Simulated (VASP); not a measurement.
# Iridium with PBEsol: from relaxation to properties, part 2 of 2

Wanted: the relaxed cell of Iridium and its properties. Left out of this account: 1 further run (phonons: it ended without a result to show). The start is a cell from a database of measured crystal structures.

VASP 6.6.1, plane waves and PAW; the level of theory is named at each step.

Still holding for the runs below: This run has no spin polarisation. Its electron count is odd, so without a moment it is a metal by construction. The k-mesh is coarse for a metal.

So far. Step 12 (Volume scan with PBEsol, volume scale 1.06): The pressure falls from -13.85 to -19.58 GPa. The parabola predicted -19.36 GPa, +0.22 GPa off.

### Step 13. Comparing the runs

Times are for 2 MPI ranks of Intel Xeon 6975P-C (Granite Rapids), shared host. Results by setting:

| no. | volume scale | energy above the lowest point (meV/atom) | pressure (GPa) | time | memory (GiB) |
| --- | --- | --- | --- | --- | --- |
| 1 | 0.94 | 69.97 | 28.25 | 2.2 s | 0.21 |
| 2 | 0.96 | 29.79 | 17.67 | 2.2 s | 0.22 |
| 3 | 0.98 | 7.14 | 8.302 | 2 s | 0.22 |
| 4 | 1 | 0 | -0.001583 | 2.2 s | 0.21 |
| 5 | 1.02 | 6.61 | -7.347 | 2.2 s | 0.21 |
| 6 | 1.04 | 25.37 | -13.85 | 2 s | 0.22 |
| 7 | 1.06 | 54.87 | -19.58 | 2 s | 0.22 |

### Step 14. Fit for PBEsol

This step: Birch-Murnaghan fit, PBEsol; plane waves and PAW (VASP 6.6.1).

Derived from the runs above.

This step gave:

| Quantity | Value |
| --- | --- |
| pressure derivative of the bulk modulus | 5.107 |
| r.m.s. error of the fit | 3.59e-6 eV/atom |
| minimum inside the sampled range | yes |
| bulk modulus | 390.1 GPa |
| equilibrium volume of the fit | 14.09 Å³/atom |

Table of energy above the fitted minimum by volume:

| volume (Å³/atom) | energy above the fitted minimum (eV/atom) |
| --- | --- |
| 13.242 | 0.0700 |
| 13.523 | 0.0298 |
| 13.805 | 0.00713 |
| 14.087 | -5.8e-6 |
| 14.368 | 0.00660 |
| 14.650 | 0.0254 |
| 14.932 | 0.0549 |

The fitted volume lies -0.00 % from the relaxed one.

### Step 15. Bands along the symmetry lines (PBEsol + SOC)

This step: PBEsol, spin-orbit coupling; plane waves and PAW (Ir) (VASP 6.6.1).

The mesh alone shows little of the dispersion and can miss band extrema, so KPOINTS_OPT adds a path through the symmetry points after the self-consistent cycle. Spin-orbit coupling needs spinors and the noncollinear program, where each band holds one electron.

Input file INCAR:

```
SYSTEM = Ir
PREC = Accurate
ENCUT = 400
EDIFF = 1E-06
NELM = 100
ISMEAR = 1
SIGMA = 0.2
LREAL = .FALSE.
ALGO = Normal
GGA = PS
LNONCOLLINEAR = .TRUE.
MAGMOM = 0 0 0
NBANDS = 20
GGA_COMPAT = .FALSE.
LASPH = .TRUE.
LSORBIT = .TRUE.
LMAXMIX = 4
LORBIT = 11
LWAVE = .FALSE.
LCHARG = .FALSE.
KPAR = 2
```

Input file POSCAR:

```
Ir
1.0
    0.0000000000      1.9168749813      1.9168749813
    1.9168749813      0.0000000000      1.9168749813
    1.9168749813      1.9168749813      0.0000000000
Ir
1
Direct
    0.0000000000      0.0000000000      0.0000000000
```

Input file KPOINTS:

```
Automatic mesh
0
Gamma
8 8 8
0 0 0
```

Input file KPOINTS_OPT:

```
Line mode
16
Line-mode
Reciprocal
  0.00000000   0.00000000   0.00000000 GAMMA
  0.50000000   0.00000000   0.50000000 X

  0.50000000   0.00000000   0.50000000 X
  0.50000000   0.25000000   0.75000000 W

  0.50000000   0.25000000   0.75000000 W
  0.37500000   0.37500000   0.75000000 K

  0.37500000   0.37500000   0.75000000 K
  0.00000000   0.00000000   0.00000000 GAMMA

  0.00000000   0.00000000   0.00000000 GAMMA
  0.50000000   0.50000000   0.50000000 L

  0.50000000   0.50000000   0.50000000 L
  0.62500000   0.25000000   0.62500000 U

  0.62500000   0.25000000   0.62500000 U
  0.50000000   0.25000000   0.75000000 W

  0.50000000   0.25000000   0.75000000 W
  0.50000000   0.50000000   0.50000000 L

  0.50000000   0.50000000   0.50000000 L
  0.37500000   0.37500000   0.75000000 K

  0.62500000   0.25000000   0.62500000 U
  0.50000000   0.00000000   0.50000000 X
```

PAW data sets: Ir (PBE family, release 64).

Started as:

```bash
mpirun -np 2 vasp_ncl
```

It took 13 s on 2 MPI ranks of Intel Xeon 6975P-C (Granite Rapids), shared host; peak memory 0.28 GiB.

At this level the cell is under a pressure of 2.6 GPa, so at these settings it is away from equilibrium.

This step gave:

| Quantity | Value |
| --- | --- |
| SCF cycles | 13 |
| bands | 20 |
| irreducible k-points | 29 |
| free energy (TOTEN) | -10.13 eV |
| energy at zero smearing | -10.13 eV |
| Fermi energy | 10.35 eV |
| pressure | 2.579 GPa |

On-site spin-orbit energy by atom:

| atom | on-site spin-orbit energy (eV) |
| --- | --- |
| Ir1 | -0.782 |

Electronic bands along the path, in eV, zero at the Fermi level; # counts the bands kept:

| point | #5 | #6 | #7 | #8 | #9 | #10 | #11 | #12 |
| --- | --- | --- | --- | --- | --- | --- | --- | --- |
| Γ | -4.32 | -4.32 | -3.49 | -3.49 | -1.08 | -1.08 | -1.08 | -1.08 |
| 0.47 of the way | -3.44 | -3.44 | -2.07 | -2.07 | -1.94 | -1.94 | -0.23 | -0.23 |
| X | 0.71 | 0.71 | 1.12 | 1.12 | 1.41 | 1.41 | 2.01 | 2.01 |
| 0.47 of the way | -2.00 | -2.00 | -0.16 | -0.16 | 1.53 | 1.53 | 5.08 | 5.08 |
| W | -5.00 | -5.00 | -1.77 | -1.77 | 1.49 | 1.49 | 8.15 | 8.15 |
| 0.47 of the way | -3.88 | -3.88 | -1.35 | -1.35 | 1.15 | 1.15 | 7.00 | 7.00 |
| K | -3.08 | -3.08 | -0.91 | -0.91 | 0.67 | 0.67 | 6.22 | 6.22 |
| 0.47 of the way | -4.18 | -4.18 | -2.51 | -2.51 | -2.04 | -2.04 | 1.32 | 1.32 |
| Γ | -4.32 | -4.32 | -3.49 | -3.49 | -1.08 | -1.08 | -1.08 | -1.08 |
| 0.53 of the way | -4.08 | -4.08 | -3.06 | -3.06 | -1.10 | -1.10 | -0.53 | -0.53 |
| L | -3.65 | -3.65 | -0.96 | -0.96 | 0.62 | 0.62 | 1.21 | 1.21 |
| 0.53 of the way | -3.60 | -3.60 | -2.71 | -2.71 | 0.64 | 0.64 | 4.59 | 4.59 |
| U | -3.08 | -3.08 | -0.91 | -0.91 | 0.67 | 0.67 | 6.22 | 6.22 |
| 0.47 of the way | -3.72 | -3.72 | -1.27 | -1.27 | 1.07 | 1.07 | 6.84 | 6.84 |
| W | -5.00 | -5.00 | -1.77 | -1.77 | 1.49 | 1.49 | 8.15 | 8.15 |
| 0.47 of the way | -3.97 | -3.97 | -2.38 | -2.38 | 0.56 | 0.56 | 5.46 | 5.46 |
| L | -3.65 | -3.65 | -0.96 | -0.96 | 0.62 | 0.62 | 1.21 | 1.21 |
| 0.47 of the way | -3.42 | -3.42 | -2.85 | -2.85 | 0.68 | 0.68 | 4.07 | 4.07 |
| K | -3.08 | -3.08 | -0.91 | -0.91 | 0.67 | 0.67 | 6.22 | 6.22 |
| jump to U | -3.08 | -3.08 | -0.91 | -0.91 | 0.67 | 0.67 | 6.22 | 6.22 |
| 0.47 of the way | -1.28 | -1.28 | 0.18 | 0.18 | 1.32 | 1.32 | 4.54 | 4.54 |
| X | 0.71 | 0.71 | 1.12 | 1.12 | 1.41 | 1.41 | 2.01 | 2.01 |

There is no gap at this level.

### Step 16. Results

```yaml
relaxed_volume: 14.09 Å³/atom
relaxed_conventional_cell_a_b_c: 3.834, 3.834, 3.834 Å
space_group_after_relaxing_within_0p02_a: Fm-3m (No. 225)
band_gap: none, a metal
dos_at_the_fermi_level: 0.880 states/eV/cell
bulk_modulus_from_the_fit: 390 GPa
volume_from_the_fit: 14.1 Å³/atom
band_gap_pbesol_soc: none, a metal
```

In words: With PBEsol, Iridium relaxes to 14.09 Å³/atom in space group Fm-3m (held by the symmetry of the run), comes out as a metal and has a bulk modulus of 390 GPa. Against the listed cell the volume lies -0.4 %. Bands along the symmetry lines (PBEsol): Of the bands kept, 4 cross the Fermi level on this path. Bands along the symmetry lines (PBEsol + SOC): Of the bands kept, 8 cross the Fermi level on this path (spinor bands, one electron each). The k-sampling is coarse for a metal, so the Fermi level, pressures and the shape of the cell carry errors. No search among competing phases was made. All values are for a static lattice at zero temperature.

[Lines on the potential files, build, host, timing and source positions are cut from VASP's logs without a mark.]

[Logs are printed without paths, hosts, clocks, repeated set-up lines and the standing remarks that a program may print on its own settings, such as how far it seeks lower states.]

[Hosts, paths, dates, database ids (printed as entryN), source tags and the programs' standing remarks are cut or masked in the printed files.]

[A measured line is paired with the nearest computed mode of its activity, which favours agreement.]
